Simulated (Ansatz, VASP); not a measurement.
# TaN: VASP beside Ansatz

One calculation is typed for both programs; each brings its own data sets. How far apart do they land? Of the first pair: The structure shown is the end of the Ansatz relaxation below.

Calculated with Ansatz 0.2.0; plane waves, with VASP 6.6.1 beside it; LDA.

## 1. Starting point

Symmetry: P-62m, No. 189, hexagonal system. The conventional cell has a = 5.220 Å, b = 5.220 Å, c = 2.909 Å, α = 90.00°, β = 90.00°, γ = 120.00°. N has 5 Ta at 2.05 to 2.17 Å nearest. Nearest to Ta lie 6 N at 2.17 Å. Nearest to Ta lie 3 N at 2.05 Å. Farther neighbours and most contacts between anions are not listed.

As a file:

```
N Ta
1.0
     5.21984    0.00000    0.00000
    -2.60992    4.52051    0.00000
     0.00000    0.00000    2.90894
N Ta
3 3
Direct
  0.39179 0.00000 0.00000
  0.60821 0.60821 0.00000
  0.00000 0.39179 0.00000
  0.33333 0.66667 0.50000
  0.66667 0.33333 0.50000
  0.00000 0.00000 0.00000
```

## 2. Ansatz: relaxation, LDA

Ansatz runs on its PAW soft_1 files.

This run makes the geometry at which the two programs are then compared.

Input file input.yaml:

```yaml
crystal:
  lattice:
    - [5.2176697716, 0.0, 0.0]
    - [-2.6088348858, 4.5186345708, 0.0]
    - [0.0, 0.0, 2.9113558215]
  atoms:
    - { symbol: "N", position: [0.392654907, 0.0, 0.0] }
    - { symbol: "N", position: [0.607345093, 0.607345093, 0.0] }
    - { symbol: "N", position: [0.0, 0.392654907, 0.0] }
    - { symbol: Ta, position: [0.3333333333, 0.6666666667, 0.5] }
    - { symbol: Ta, position: [0.6666666667, 0.3333333333, 0.5] }
    - { symbol: Ta, position: [0.0, 0.0, 0.0] }
kpoints:
  mp_grid: { grid: [9, 9, 12] }
hamiltonian:
  xc: lda
  pseudopotentials: { kind: paw, azcp: { folder: soft_1 }, xc_functional: pbe }
scf:
  occupations: { method: methfessel_paxton, width: 0.2 }
output:
  forces: true
  stress: true
  eigenvalues: true
relax:
  adjacent_minimum: "off"
  f_tol: 0.001
  max_steps: 60
  cell: { stress_tol: 0.01, fix: [volume] }
```

The run is started by

```console
ansatz run input.yaml --threads 4 --pin off --max-ram 16384MiB --backend cpu --events-out ev --progress --plain --runs-dir out
```

Numbers of over 12 decimals in the logs are rounded to 6 here.

Log:

```text
Engine: ansatz 0.2.0, aarch64-unknown-linux-gnu
Pseudopotentials: kind: paw
Pseudopotential: N, paw, valence charge 5, recommended cutoff 420 eV (normal), soft_1/N.paw.azcp
Pseudopotential: Ta, paw, valence charge 13, recommended cutoff 420 eV (normal), soft_1/Ta.paw.azcp
Functional definition: SPW92
  exchange = slater_x
  correlation = pw_c
Crystal: 6 atoms, lattice volume = 68.640 Å³
Basis set: ecut = 420 eV, 1299 PW (Γ)
Bands: 33, of which v1, the nominal top of the filled ones, is band 27 counted from 1 (26 counted from 0)
Symmetry: 12 space group operations
Space group: P-62m (ITA 189), of the structure as read, at distance tolerance 4.1e-5 Å
k-points: 84 of 972 (time reversal used)
Non-local potential: N, projectors of the file, l = 0: 2, l = 1: 2, l = 2: 1
Non-local potential: Ta, projectors of the file, l = 0: 3, l = 1: 2, l = 2: 2, l = 3: 1
PAW form: soft (Blöchl's): semilocal exchange-correlation on the pseudo side does not see the compensation charge
PAW frozen core: N, regenerated for the run's functional, and the local potential with it (the file was generated under x = pbe(κ = 0.804, μ = 0.219515), c = pbe(β = 0.066725))
PAW frozen core: Ta, regenerated for the run's functional, and the local potential with it (the file was generated under x = pbe(κ = 0.804, μ = 0.219515), c = pbe(β = 0.066725))
PAW one-centre angular grid: N, 110 points (default); XC on 64 Gauss nodes
PAW one-centre angular grid: Ta, 590 points (default); XC on 64 Gauss nodes
Initial density: superposition of atomic densities (chi_scale 0.1, normalization cell, long waves kept (reshape's long-wave potential 0.01 eV rms))
Initial wavefunctions: pseudopotential atomic-orbital guess
Functional: x = slater, c = lda
SCF iter   1: F=—  HF=-30180.783458 eV  |F-HF|=—  |Δ(HF+E_count)|=         —  Δρ=6.40e-2  dr2=3.63e0  ethr=3.10e-3  ⟨swp⟩=4.5  Hψ=10817  notcnv=0
preconditioner: auto → Kerker (q_TF=auto, 2.621 Å⁻¹)  [metal: Δε(μ)=0.123 eV  Ē_g=9.739 eV  σ=0.200 eV  W_gap=0.49  n_scr=26 (ndim 8)  ℏωp=24.5 eV  f_vac=0.000  D(μ)=0.21/eV (n_scr^D=0)]
SCF iter   2: F=—  HF=-30180.107138 eV  |F-HF|=—  |Δ(HF+E_count)|=   6.76e-1  S|Δr|=    0.00e0  Δρ=3.10e-2  dr2=4.94e-1  ethr=3.10e-3  ⟨swp⟩=2.0  Hψ=4903  notcnv=0  defer=86
SCF iter   3: F=—  HF=-30180.026450 eV  |F-HF|=—  |Δ(HF+E_count)|=   8.07e-2  S|Δr|=    0.00e0  Δρ=1.25e-2  dr2=7.20e-2  ethr=9.15e-4  ⟨swp⟩=1.5  Hψ=2755  notcnv=0  defer=86
SCF iter   4: F=—  HF=-30180.011612 eV  |F-HF|=—  |Δ(HF+E_count)|=   1.48e-2  S|Δr|=    0.00e0  Δρ=2.40e-3  dr2=4.57e-3  ethr=1.33e-4  ⟨swp⟩=2.4  Hψ=3884  notcnv=0  defer=84
SCF iter   5: F=—  HF=-30180.010693 eV  |F-HF|=—  |Δ(HF+E_count)|=   9.19e-4  S|Δr|=    0.00e0  Δρ=8.04e-4  dr2=4.59e-4  ethr=8.46e-6  ⟨swp⟩=1.9  Hψ=2900  notcnv=0  defer=84
SCF iter   6: F=—  HF=-30180.010565 eV  |F-HF|=—  |Δ(HF+E_count)|=   1.28e-4  S|Δr|=    0.00e0  Δρ=1.42e-4  dr2=1.66e-5  ethr=8.49e-7  ⟨swp⟩=2.4  Hψ=3938  notcnv=0  defer=82
SCF iter   7: F=—  HF=-30180.010569 eV  |F-HF|=—  |Δ(HF+E_count)|=   4.10e-6  S|Δr|=    0.00e0  Δρ=2.52e-5  dr2=4.36e-7  ethr=3.07e-8  ⟨swp⟩=2.0  Hψ=3962  notcnv=0  defer=82
SCF iter   8: F=-30180.010569 eV  HF=-30180.010569 eV  |F-HF|=7.21e-9  |Δ(HF+E_count)|=   6.75e-8  S|Δr|=    0.00e0  Δρ=4.54e-6  dr2=1.44e-8  ethr=1.85e-10  ⟨swp⟩=9.8  Hψ=11455  notcnv=0
SCF 1 converged in 8 iterations: F = -30180.010569 eV  dr2 = 1.44e-8
  greatest PAW one-centre occupation: 0.999 electrons in one spin orbital (limit 2), on the Ta atom at site 3 (counted from 0), in its partial waves of l = 0
relax step   1: F+E_penalty+E_count = -30180.01056853 eV  Δ(F+E_penalty+E_count) = +0.000e0 eV  max|allowed force component| = 7.883e-2 eV/Å  Δτ_max = 0.0000 Å  P = -12.565 GPa  Ω = 68.640 Å³  fix = [volume]  reactions: volume -12.565 GPa  (8 SCF iters, dr2 threshold 1.00e-7 eV, accepted)
[...]
relax step   3: F+E_penalty+E_count = -30180.01110816 eV  Δ(F+E_penalty+E_count) = -5.396e-4 eV  max|allowed force component| = 2.361e-2 eV/Å  Δτ_max = 0.0056 Å  P = -12.395 GPa  Ω = 68.640 Å³  energy of the carried Pulay correction = +6.519e-16 eV  fix = [volume]  reactions: volume -12.395 GPa  (8 SCF iters, accepted)
[...]
relax step   4: F+E_penalty+E_count = -30180.01117037 eV  Δ(F+E_penalty+E_count) = -6.221e-5 eV  max|allowed force component| = 6.515e-4 eV/Å  Δτ_max = 0.0011 Å  P = -12.421 GPa  Ω = 68.640 Å³  energy of the carried Pulay correction = +7.917e-15 eV  fix = [volume]  reactions: volume -12.421 GPa  (4 SCF iters, dr2 threshold 1.05e-7 eV, accepted)
[...]
relax step   5: F+E_penalty+E_count = -30180.01117082 eV  Δ(F+E_penalty+E_count) = -4.510e-7 eV  max|allowed force component| = 4.146e-5 eV/Å  Δτ_max = 0.0000 Å  P = -12.421 GPa  Ω = 68.640 Å³  energy of the carried Pulay correction = +6.194e-15 eV  fix = [volume]  reactions: volume -12.421 GPa  (4 SCF iters, dr2 threshold 1.61e-9 eV, accepted)
[...]
relax step   6: F+E_penalty+E_count = -30180.01116538 eV  Δ(F+E_penalty+E_count) = +5.442e-6 eV  max|allowed force component| = 4.181e-5 eV/Å  Δτ_max = 0.0000 Å  P = -12.421 GPa  Ω = 68.640 Å³  fix = [volume]  reactions: volume -12.421 GPa  stress off target by 4.33e-3 GPa on what of the cell is left free  SCF on the basis re-selected at this cell (its energy is not comparable with the rows above)  (4 SCF iters)
basis re-selected at this cell: Δ(F+E_penalty+E_count) = +5.442e-6 eV, ΔP = -0.000 GPa vs the last step (what re-selecting the basis moved, of the pressure what is left beyond the Pulay correction that the steps carried, after the strain that the cell walked since its last selection, with what the two solves' SCF thresholds leave and, on support functions, any second-order correction that the steps lacked; it is no m [...]
SCF converged after 4 iterations
Stability not checked: this state was not tested for a lower state beside it, because cold or Methfessel-Paxton smearing, or corrected tetrahedra, fill the levels in a way that the test cannot read (fill_not_monotonic; see scf.lower_state_search)
Free energy (F): -30180.011165 eV
Harris-Foulkes:  -30180.011165 eV  (|F-HF|=1.46e-11)
Internal energy: -30180.014316 eV  (E = F + TS)
E sigma→0 (E₀):  -30180.011953 eV
Entropy (-TS):   0.003151 eV (0.525 meV/atom)
Fermi energy:    19.144781 eV
Step filling:    the computed levels leave a gap of 0.1366 eV = 0.7 smearing widths at the electron count; against every level under it full and every level over it empty, smearing changes F+E_penalty+E_count by +1.947 meV and its σ→0 estimate by +1.159 meV
--- Per-component energies (eV) ---
  E_band       = -249.468337
  E_kinetic    = 1566.334654
  E_local      = -2025.819092  (includes V_loc(G=0)·N_el)
  E_nonlocal   = 91.392303
  E_hartree    = 716.852806
  E_xc         = -1133.232326
  E_vxc        = -928.632320  (∫ρ·V_xc dr)
  E_paw        = -24529.900479  (= ΣΔE_a)
  E_vpaw       = -386.452208  (= ΣTr[D̂ρ^β])
  E_aug_tail   = 0.002722  (compensation charges beyond the density's cutoff)
  E_ewald      = -4866.662027
  E_core_change = 1.017123  (= ΣΔE_core)
  E_smearing   = 0.003151  (= −TS)
  E_closure    = 0.000000  (closes the sum)
  Σ components = -30180.011165   (vs F -30180.011165, Δ=0.00e0)
--- Forces (eV/Å), atoms counted from 1 ---
  atom   1  N     -0.00004181     0.00000000     0.00000000
  atom   2  N      0.00002091     0.00003621     0.00000000
  atom   3  N      0.00002091    -0.00003621     0.00000000
  atom   4  Ta    -0.00000000     0.00000000     0.00000000
  atom   5  Ta     0.00000000    -0.00000000     0.00000000
  atom   6  Ta    -0.00000000    -0.00000000     0.00000000
  max |Σ_I F_I| component: 2.22e-16 eV/Å
--- Stress (GPa, compression-positive) ---
      -12.419326       0.000000       0.000000
        0.000000     -12.419326       0.000000
        0.000000       0.000000     -12.425817
  P = ⅓ Tr σ = -12.4215 GPa (-124.215 kbar)
--- Band table (eV; the first three rows and the last of 84) ---
  k-point 0: bands = [... 23 lower, 14.8655, 15.7942, 17.1113, 18.1340, 18.1340, 19.6466, 19.6466, 20.7499, ... 2 higher]
  k-point 1: bands = [... 23 lower, 14.4553, 16.0425, 17.4642, 17.8164, 17.8164, 20.0451, 20.0451, 20.8653, ... 2 higher]
  k-point 2: bands = [... 23 lower, 13.8628, 16.7834, 17.4286, 17.4286, 18.2765, 20.4740, 20.4740, 20.9853, ... 2 higher]
  k-point 83: bands = [... 23 lower, 15.0759, 16.5390, 16.5390, 17.4404, 21.5189, 21.5189, 21.5339, 21.6097, ... 2 higher]
--- Relaxed structure (5 steps of the walk, 4 accepted, 1 SCFs on fresh bases) ---
  F+E_penalty+E_count = -30180.01116538 eV   max|allowed force component| = 4.181e-5 eV/Å   (the final SCF, on the basis selected at the relaxed cell)
  cell:  # Å, volume = 68.6403 Å³
    - [5.219840, 0, 0.0]
    - [-2.609920, 4.520514, 0.0]
    - [0.0, 0.0, 2.908935]
  atoms:
    - { symbol: N, position: [0.391790, 0, 0.0] }
    - { symbol: N, position: [0.608210, 0.608210, 0.0] }
    - { symbol: N, position: [5.551115123125783e-17, 0.391790, 0.0] }
    - { symbol: Ta, position: [0.333333, 0.666667, 0.500000] }
    - { symbol: Ta, position: [0.666667, 0.333333, 0.500000] }
    - { symbol: Ta, position: [0, 0, 0.0] }
```

In the SCF lines HF is the Harris–Foulkes energy and dr2 the Hartree energy of the density residual, in eV; the loop may stop once dr2 is under the threshold and the program's other checks hold. Hψ counts applications of the Hamiltonian.

## 3. VASP: single point, LDA, cell relaxed in part, pair 1

The same cell, functional (in two slightly different forms), mesh and smearing now go to VASP, with its own data sets.

Lines of VASP's logs that name or quote its potential files are left out, and so is its time.

Input file INCAR:

```
SYSTEM = TaN
PREC = Accurate
ENCUT = 600
EDIFF = 1E-06
NELM = 120
ISMEAR = 1
SIGMA = 0.2
LREAL = .FALSE.
ALGO = Normal
GGA = PW92
NBANDS = 30
LASPH = .TRUE.
LORBIT = 11
LWAVE = .FALSE.
LCHARG = .FALSE.
ISIF = 2
GGA_COMPAT = .FALSE.
KPAR = 2
```

Input file POSCAR:

```
TaN
1.0
    5.2198399600      0.0000000000      0.0000000000
   -2.6099199800      4.5205140090      0.0000000000
    0.0000000000      0.0000000000      2.9089354879
N Ta
3 3
Direct
    0.3917903649      0.0000000000      0.0000000000
    0.6082096351      0.6082096351      0.0000000000
    0.0000000000      0.3917903649      0.0000000000
    0.3333333333      0.6666666667      0.5000000000
    0.6666666667      0.3333333333      0.5000000000
    0.0000000000      0.0000000000      0.0000000000
```

Input file KPOINTS:

```
Automatic mesh
0
Gamma
9 9 12
0 0 0
```

Potentials, in the order of the species: N and Ta_pv (LDA family, release 64).

The run is started by

```console
mpirun -np 2 vasp_std
```

Log:

```text
[banner, memory and clock lines left out]
running    2 mpi-ranks, on    1 nodes
 distrk:  each k-point on    1 cores,    2 groups
 distr:  one band on    1 cores,    1 groups

 POSCAR found type information on POSCAR N Ta
 POSCAR found :  2 types and       6 ions
|                                                                             |
|               ----> ADVICE to this user running VASP <----                  |
|                                                                             |
|     You enforced a specific xc type in the INCAR file but a different       |
|     [... a line on the potential file left out ...]
|     I HOPE YOU KNOW WHAT YOU ARE DOING!                                     |
|                                                                             |

 LDA part: xc-table for (Slater(with rela. corr.)+PW92), standard interpolation
 POSCAR, INCAR and KPOINTS ok, starting setup
 FFT: planning ... GRIDC
 FFT: planning ... GRID_SOFT
 FFT: planning ... GRID
 WAVECAR not read
 entering main loop
       N       E                     dE             d eps       ncg     rms          rms(c)
DAV:   1     0.465198176216E+03    0.46520E+03   -0.28672E+04  5040   0.185E+03
DAV:   2    -0.531099017556E+02   -0.51831E+03   -0.49970E+03  5906   0.497E+02
DAV:   3    -0.833771376259E+02   -0.30267E+02   -0.29790E+02  6174   0.111E+02
DAV:   4    -0.840019468695E+02   -0.62481E+00   -0.62046E+00  6272   0.152E+01
DAV:   5    -0.840182561110E+02   -0.16309E-01   -0.16292E-01  6314   0.191E+00    0.425E+01
DAV:   6    -0.744972723971E+02    0.95210E+01   -0.60015E+01  6068   0.408E+01    0.182E+01
DAV:   7    -0.741778961823E+02    0.31938E+00   -0.30047E+00  6084   0.932E+00    0.100E+01
DAV:   8    -0.740968504472E+02    0.81046E-01   -0.35043E-01  6162   0.373E+00    0.924E-01
DAV:   9    -0.740837851929E+02    0.13065E-01   -0.44311E-02  6398   0.141E+00    0.384E-01
DAV:  10    -0.740830901444E+02    0.69505E-03   -0.12268E-02  6274   0.529E-01    0.158E-01
DAV:  11    -0.740827842467E+02    0.30590E-03   -0.34170E-03  6402   0.344E-01    0.565E-02
DAV:  12    -0.740827370094E+02    0.47237E-04   -0.28006E-04  6216   0.936E-02    0.155E-02
DAV:  13    -0.740827377089E+02   -0.69947E-06   -0.18159E-05  5990   0.240E-02    0.427E-03
DAV:  14    -0.740827376717E+02    0.37210E-07   -0.95125E-07  4016   0.780E-03
   1 F= -.74082738E+02 E0= -.74083765E+02  d E =0.308116E-02
```

OUTCAR, selected parts (step 3):

```text
ion  position               nearest neighbor table
   1  0.392  0.000  0.000-   6 2.05   4 2.17   4 2.17   5 2.17   5 2.17
   2  0.608  0.608  0.000-   6 2.05   5 2.17   5 2.17   4 2.17   4 2.17
   3  0.000  0.392  0.000-   6 2.05   5 2.17   5 2.17   4 2.17   4 2.17
   4  0.333  0.667  0.500-   1 2.17   1 2.17   3 2.17   3 2.17   2 2.17   2 2.17   5 3.01   5 3.01
                             5 3.01   6 3.35   6 3.35   6 3.35   6 3.35   6 3.35   6 3.35
   5  0.667  0.333  0.500-   3 2.17   3 2.17   1 2.17   1 2.17   2 2.17   2 2.17   4 3.01   4 3.01
                             4 3.01   6 3.35   6 3.35   6 3.35   6 3.35   6 3.35   6 3.35
   6  0.000  0.000  0.000-   2 2.05   3 2.05   1 2.05   4 3.35   5 3.35   4 3.35   5 3.35   4 3.35
                             4 3.35   5 3.35   5 3.35   5 3.35   5 3.35   4 3.35   4 3.35

  LATTYP: Found a hexagonal cell.
 ALAT       =     5.2198399600
 C/A-ratio  =     0.5572844206

 Subroutine GETGRP returns: Found 12 space group operations
 (whereof 12 operations were pure point group operations)

The static configuration has the point symmetry D_3h.

 Found     84 irreducible k-points:

   k-points           NKPTS =     84   k-points in BZ     NKDIM =     84   number of bands    NBANDS=     30

   dimension x,y,z NGX =    42 NGY =   42 NGZ =   24
   dimension x,y,z NGXF=    84 NGYF=   84 NGZF=   48

   ENCUT  =  600.0 eV  44.10 Ry    6.64 a.u.  10.43 10.43  5.81*2*pi/ulx,y,z

   NELECT =      48.0000    total number of electrons

 k-points in reciprocal lattice and weights: Automatic mesh
   0.00000000  0.00000000  0.00000000       0.001
   0.11111111  0.00000000  0.00000000       0.006
   0.22222222 -0.00000000  0.00000000       0.006
   0.33333333  0.00000000  0.00000000       0.006
   0.44444444 -0.00000000  0.00000000       0.006
   0.11111111  0.11111111  0.00000000       0.006
   0.22222222  0.11111111  0.00000000       0.012
   0.33333333  0.11111111  0.00000000       0.012
   0.44444444  0.11111111  0.00000000       0.006
[...]
0.33333333  0.22222222  0.50000000       0.012
   0.33333333  0.33333333  0.50000000       0.002

 average (electrostatic) potential at core
       1 -61.7024       2 -61.7024       3 -61.7024       4 -36.4988       5 -36.4988
       6 -35.8781

 E-fermi :   8.1826

 k-point     1 :       0.0000    0.0000    0.0000
  band No.  band energies     occupation
    ...
     21       3.9012      2.00000
     22       4.8516      2.00000
     23       6.1511      2.00000
     24       7.1677      2.00000
     25       7.1677      2.00000
     26       8.6634     -0.00352
     27       8.6634     -0.00352
     28       9.7867     -0.00000
     29      10.0040     -0.00000
     30      10.0041     -0.00000

 k-point     2 :       0.1111    0.0000    0.0000
  band No.  band energies     occupation
    ...
     21       4.0971      2.00000
     22       4.7253      2.00000
     23       5.7322      2.00000
     24       7.0778      2.00000
     25       7.7161      2.00473
     26       8.7598     -0.00035
     27       8.8138     -0.00008
     28       9.3108     -0.00000
     29      10.0486     -0.00000
     30      10.7633     -0.00000

 k-point     3 :       0.2222   -0.0000    0.0000
  band No.  band energies     occupation
    ...
     20       3.4281      2.00000
     21       4.3577      2.00000
     22       4.4005      2.00000
     23       5.2031      2.00000
     24       6.7579      2.00000
     25       8.5403     -0.02976
     26       9.0262     -0.00000
     27       9.1545     -0.00000
     28       9.2328     -0.00000
     29      10.1577     -0.00000
    ...

  Total       -4.7539353     -4.7539353     -4.7933119      0.0000000     -0.0000000      0.0000000
  in kB     -110.9646774   -110.9646774   -111.8837909      0.0000000     -0.0000000      0.0000000
  external PRESSURE =    -111.2710486 kB  Pullay stress =       0.0000000 kB

  energy-cutoff  :      600.00
  volume of cell :       68.64
      direct lattice vectors                 reciprocal lattice vectors
     5.219839960  0.000000000  0.000000000     0.191576755  0.110606891  0.000000000
    -2.609919980  4.520514009  0.000000000     0.000000000  0.221213782  0.000000000
     0.000000000  0.000000000  2.908935488     0.000000000  0.000000000  0.343768366

 POSITION                                       TOTAL-FORCE (eV/Angst)
 -----------------------------------------------------------------------------------
      2.04508      0.00000      0.00000         0.006619      0.000000     -0.000000
      1.58738      2.74942      0.00000        -0.003309     -0.005732     -0.000000
     -1.02254      1.77109      0.00000        -0.003309      0.005732      0.000000
     -0.00000      3.01368      1.45447         0.000000      0.000000      0.000000
      2.60992      1.50684      1.45447         0.000000      0.000000      0.000000
      0.00000      0.00000      0.00000         0.000000      0.000000      0.000000
 -----------------------------------------------------------------------------------
    total drift:                               -0.000000     -0.000000     -0.000000

  FREE ENERGIE OF THE ION-ELECTRON SYSTEM (eV)
  ---------------------------------------------------
  free  energy   TOTEN  =       -74.0827376717 eV

  energy  without entropy=      -74.0858188305  energy(sigma->0) =      -74.08376472

 total charge
# of ion       s       p       d       tot
------------------------------------------
    1        1.222   2.528   0.000   3.749
    2        1.222   2.528   0.000   3.749
    3        1.222   2.528   0.000   3.749
    4        0.293   6.259   2.400   8.952
    5        0.293   6.259   2.400   8.952
    6        0.335   6.217   2.437   8.988
--------------------------------------------------
tot          4.586  26.318   7.237  38.141

[... 3 further parts left out ...]
```

The run ends at a pressure of -11.13 GPa, with forces up to 0.0066 eV/Å.

## 4. Comparison

Known differences besides the potentials themselves: the data sets hold 54 valence electrons in Ansatz (on its PAW soft_1 files) and 48 in VASP; the cutoff is 420 eV in Ansatz and 600 eV in VASP; VASP's log shows a relativistic correction to its local exchange, Ansatz's none; Ansatz's pressure holds a Pulay correction, VASP's none. Total energies have different zeros and are not compared.

The two programs side by side:

| quantity | Ansatz | VASP | difference |
| --- | --- | --- | --- |
| pressure (GPa) | -12.42 | -11.13 | -1.29 |

The largest component of a force difference here is 7 meV/Å.

## 5. Other set-ups

Further runs change the set-up of one program: Ansatz's method, potentials or start, or VASP's data sets, cutoff or form of LDA. The table gives Ansatz less VASP for each quantity, since a change that brings one quantity closer may part another.

| run | r.m.s. force difference (meV/Å) | pressure (GPa) |
| --- | --- | --- |
| as above | 2.7 | -1.3 |
| VASP with the data sets N and Ta_sv_GW | 1.8 | -0.69 |

(Continued in part 2 of 2.)

[Lines on the potential files, build, host, timing and source positions are cut from VASP's logs without a mark.]

[Logs are printed without paths, hosts, clocks, repeated set-up lines and the standing remarks that a program may print on its own settings, such as how far it seeks lower states.]

[Hosts, paths, dates, database ids (printed as entryN), source tags and the programs' standing remarks are cut or masked in the printed files.]
